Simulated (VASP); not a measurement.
All values below come from PBE GGA, VASP's PBE PAW potentials (set 64) (plane waves; VASP 6.6.1).

Input for VASP

**KPOINTS**
```
K-points
0
Gamma
4 5 4
0 0 0
```

File POSCAR:
```
ScTa
1
    4.7365090000     0.0000000000     0.0000000000
    0.0000000000     3.1354260000     0.0000000000
    0.0000000000     0.0000000000     4.8358230000
Sc Ta
2 2
Direct
  0.7500000000   0.5000000000   0.3125000000
  0.2500000000   0.5000000000   0.6875000000
  0.7500000000   0.0000000000   0.8125000000
  0.2500000000   0.0000000000   0.1875000000
```

INCAR:
```
! general
SYSTEM   =  ScTa
PREC     =  Accurate
ENCUT    =  300   ! plane-wave cut-off (eV)
LREAL    =  .False.   ! projection in real space or not
LASPH    =  .True.

! electronic loop
EDIFF    =  1E-6   ! SCF stop (eV)
NELM     =  100
ALGO     =  Normal   ! blocked Davidson
LMAXMIX  =  6   ! l cut-off of mixed one-centre charges

! smearing
ISMEAR   =  0   ! Gaussian
SIGMA    =  0.1   ! width (eV)

! functional
GGA      =  PE   ! PBE

! ions
ISIF     =  2   ! forces and stress, cell fixed

! output
LWAVE    =  .False.
LCHARG   =  .False.
```

POTCAR, in this order: Sc_sv Ta_pv (PBE.64 set). Program: vasp_std.

The run wrote:

**OSZICAR**
```
       N       E                     dE             d eps       ncg     rms          rms(c)
DAV:   1     0.508276056655E+03    0.50828E+03   -0.17822E+04  1420   0.125E+03
DAV:   2     0.221269953363E+01   -0.50606E+03   -0.50316E+03  1668   0.636E+02
DAV:   3    -0.339630359345E+02   -0.36176E+02   -0.34933E+02  2318   0.152E+02
DAV:   4    -0.362797892044E+02   -0.23168E+01   -0.21377E+01  2328   0.266E+01
DAV:   5    -0.363938768104E+02   -0.11409E+00   -0.11051E+00  2230   0.444E+00    0.213E+01
DAV:   6    -0.348872063456E+02    0.15067E+01   -0.33356E+00  2042   0.197E+01    0.100E+01
DAV:   7    -0.345417274902E+02    0.34548E+00   -0.13853E+00  2016   0.826E+00    0.156E+00
DAV:   8    -0.345093005615E+02    0.32427E-01   -0.20582E-01  2260   0.353E+00    0.632E-01
DAV:   9    -0.345049718578E+02    0.43287E-02   -0.14381E-02  2060   0.129E+00    0.156E-01
DAV:  10    -0.345049603205E+02    0.11537E-04   -0.11492E-03  2408   0.305E-01    0.722E-02
DAV:  11    -0.345049737396E+02   -0.13419E-04   -0.18491E-04  2304   0.111E-01    0.197E-02
DAV:  12    -0.345049684324E+02    0.53072E-05   -0.54641E-05  2126   0.633E-02    0.525E-03
DAV:  13    -0.345049673805E+02    0.10519E-05   -0.18743E-06  1316   0.124E-02    0.872E-04
DAV:  14    -0.345049673269E+02    0.53572E-07   -0.22162E-07  1040   0.657E-03
   1 F= -.34504967E+02 E0= -.34497187E+02  d E =-.155608E-01
```

OUTCAR:
```
------------------------ aborting loop because EDIFF is reached ----------------------------------------
  FORCE on cell =-STRESS in cart. coord.  units (eV):
  Direction    XX          YY          ZZ          XY          YZ          ZX
  --------------------------------------------------------------------------------------
  Total        5.9753829      5.4972538     10.2156492      0.0000000      0.0000000     -0.0000000
  in kB      133.3064003    122.6396927    227.9036254      0.0000000      0.0000000     -0.0000000
  external PRESSURE =     161.2832395 kB  Pullay stress =       0.0000000 kB
  volume of cell :       71.82
      direct lattice vectors                 reciprocal lattice vectors
     4.736509000  0.000000000  0.000000000     0.211125958  0.000000000  0.000000000
     0.000000000  3.135426000  0.000000000     0.000000000  0.318935928  0.000000000
     0.000000000  0.000000000  4.835823000     0.000000000  0.000000000  0.206790033
 POSITION                                       TOTAL-FORCE (eV/Angst)
 -----------------------------------------------------------------------------------
      3.55238      1.56771      1.51119         0.000000     -0.000000     -0.508639
      1.18413      1.56771      3.32463         0.000000      0.000000      0.508639
      3.55238      0.00000      3.92911         0.000000     -0.000000      1.221423
      1.18413      0.00000      0.90672         0.000000      0.000000     -1.221423
 -----------------------------------------------------------------------------------
    total drift:                                0.000000     -0.000000     -0.000000
  FREE ENERGIE OF THE ION-ELECTRON SYSTEM (eV)
  ---------------------------------------------------
  free  energy   TOTEN  =       -34.5049673269 eV

  energy  without entropy=      -34.4894065006  energy(sigma->0) =      -34.49718691
```
(Selected blocks of OUTCAR.)

At this cut-off the stress carries a Pulay error, which pulls relaxed volumes low.

The structure was generated: ScTa was put into an ordered model structure, which need not be its known phase. The cell was not relaxed at this level, and its volume differs by -5.9 % from the start's. The k-mesh is coarse (spacing up to 0.40 per Å, 2π included), so the numbers may not be converged in it.
